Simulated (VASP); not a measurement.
Here is the system:

```yaml
crystal:
  lattice:
    - [1.50901, 0.87123, 7.30958]
    - [-1.50901, 0.87123, 7.30958]
    - [0.00000, -1.74246, 7.30958]
  atoms:
    - { symbol: Li, position: [0.77703, 0.77703, 0.77703] }
    - { symbol: Li, position: [0.22297, 0.22297, 0.22297] }
    - { symbol: Li, position: [0.00000, 0.00000, 0.00000] }
```

Level of theory: LDA (Ceperley-Alder, Perdew-Zunger), VASP's LDA PAW potentials (set 64) (plane waves; VASP 6.6.1). Numerical set-up: 400 eV cut-off, 10×10×10 Γ-centred mesh, Gaussian smearing of 0.20 eV, potentials Li_sv.

At this cut-off the stress carries a Pulay error, which pulls relaxed volumes low.

Q: Give the stress tensor in GPa (positive for a compressed cell).

A: 
```
-4.13   0.00   0.00
 0.00  -4.13   0.00
 0.00   0.00  -4.20
```
The pressure is its mean diagonal, -4.15 GPa.

The structure comes from a computed database's Li entry (R-3m); how it stands against other phases isn't given here. The cell was not relaxed at this level.
